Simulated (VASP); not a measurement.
```
CELL_PARAMETERS angstrom
      0.00000     2.34822     2.34822
      2.34822     0.00000     2.34822
      2.34822     2.34822     0.00000
ATOMIC_POSITIONS crystal
  Zr 0.00000 0.00000 0.00000
  C  0.50000 0.50000 0.50000
```

The numbers are results of optB86b-vdW, VASP's PBE PAW potentials (set 64) (plane waves; VASP), not measurements. Settings: 520 eV cut-off, 15×15×15 Γ-centred mesh, tetrahedra with Blöchl corrections, potentials Zr_sv C.

Problem. Tabulate the total density of states (states/eV per cell) against energy (eV; zero at the valence-band maximum or, without a gap, the Fermi level).

Solution. 
```
E (eV) | DOS (states/eV)
    -9.98 | ##### 0.83
    -9.74 | ######## 1.21
    -9.50 | ########## 1.52
    -9.26 | ########### 1.62
    -9.02 | ######### 1.40
    -8.90 | ###### 0.97
    -8.66 | ### 0.45
    -8.42 | # 0.19
    -8.18 |  0.01
    -7.94 |  0.00
    -7.70 |  0.00
    -7.46 |  0.00
    -7.22 |  0.00
    -6.98 |  0.00
    -6.74 |  0.00
    -6.62 |  0.00
    -6.38 |  0.00
    -6.14 |  0.00
    -5.90 |  0.00
    -5.66 |  0.00
    -5.42 |  0.00
    -5.18 | # 0.08
    -4.94 | # 0.22
    -4.70 | ## 0.34
    -4.46 | ### 0.51
    -4.34 | #### 0.62
    -4.10 | ###### 0.99
    -3.86 | ###### 0.98
    -3.62 | ####### 1.04
    -3.38 | ####### 1.07
    -3.14 | ##### 0.76
    -2.90 | ####### 1.10
    -2.66 | ############### 2.31
    -2.42 | ############################## 4.58
    -2.18 | ######################## 3.71
    -2.06 | ################# 2.54
    -1.82 | ########### 1.67
    -1.58 | ######## 1.16
    -1.34 | ###### 0.90
    -1.10 | ##### 0.73
    -0.86 | #### 0.59
    -0.62 | ### 0.48
    -0.38 | ## 0.32
    -0.14 | # 0.21
     0.10 | ## 0.29
     0.22 | ## 0.32
     0.46 | ## 0.36
     0.70 | ### 0.41
     0.94 | ### 0.48
     1.18 | #### 0.58
     1.42 | #### 0.61
     1.66 | #### 0.64
     1.90 | ##### 0.69
     2.14 | ##### 0.73
     2.38 | ##### 0.80
     2.50 | ##### 0.83
     2.74 | ###### 0.95
     2.98 | ####### 1.13
     3.22 | ###### 0.95
     3.46 | ####### 1.04
```
Within 2 eV below the Fermi level the largest weight inside VASP's projection spheres is Zr d, then C p.

The compound is ZrC in the rock salt structure. It was relaxed first.
